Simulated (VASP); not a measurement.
# VNH₂Cl₂O: harmonic vibrations of a molecule

VNH₂Cl₂O, molecule in box, 7 atoms in the cell. PBE, harmonic vibrations; PAW potentials N, V_sv, O, Cl, H (PBE set).

## Input

INCAR.step1:
```
SYSTEM = VH2NCl2O
PREC = Accurate
ENCUT = 400
EDIFF = 1E-8
ISMEAR = 0
SIGMA = 0.01
ISYM = 0
LREAL = .FALSE.
LASPH = .TRUE.
NELM = 100
ALGO = Normal
LWAVE = .FALSE.
LCHARG = .FALSE.
IBRION = 2
NSW = 60
ISIF = 2
EDIFFG = -0.002
POTIM = 0.5
```

INCAR.step2, as INCAR.step1 but for:
```
- IBRION = 2
- NSW = 60
- ISIF = 2
- EDIFFG = -0.002
- POTIM = 0.5
+ IBRION = 5
+ NFREE = 2
+ POTIM = 0.015
+ NSW = 1
```

KPOINTS:
```
k-points
0
Gamma
  1 1 1
```

POSCAR.step1:
```
VH2NCl2O
1.0
   12.0000000000      0.0000000000      0.0000000000
    0.0000000000     13.0000000000      0.0000000000
    0.0000000000      0.0000000000     13.0000000000
N V O Cl H
1 1 1 2 2
Direct
    0.4655541700      0.5690230800      0.5753846200
    0.5209791700      0.4834538500      0.4799461500
    0.6111458300      0.4215692300      0.5376000000
    0.3910208300      0.3836000000      0.4238307700
    0.5931458300      0.5710538500      0.3558461500
    0.4039541700      0.6196307700      0.5589307700
    0.4906458300      0.5728153800      0.6493846200
```

Commands (each step's output is kept before the next begins):
```
cat potpaw_PBE.64/N/POTCAR potpaw_PBE.64/V_sv/POTCAR potpaw_PBE.64/O/POTCAR potpaw_PBE.64/Cl/POTCAR potpaw_PBE.64/H/POTCAR > POTCAR
cp INCAR.step1 INCAR
cp POSCAR.step1 POSCAR
mpirun -np 8 vasp_gam > vasp.out
cp CONTCAR POSCAR
cp INCAR.step2 INCAR
mpirun -np 8 vasp_gam > vasp.out
```

## Result

- Vibrations (cm⁻¹; a negative value is imaginary): 3563, 3446, 1468, 1086, 742, 608, 516, 473, 415, 412, 260, 219, 177, 167, 127
- Zero-point energy (eV): 0.848
- Translations and rotations, which should read zero (cm⁻¹): -12, -10, -1, 3, 8, 10
- Vibrational entropy at 298 K (meV/K): 0.668
- Displaced cells: 42
- Ionic steps, all stages: 89
- Electronic steps, all stages: 1618

VASP 6.6.1 took 1736 s on 8 cores (AMD EPYC 7R13 (Zen 3)), a shared host.
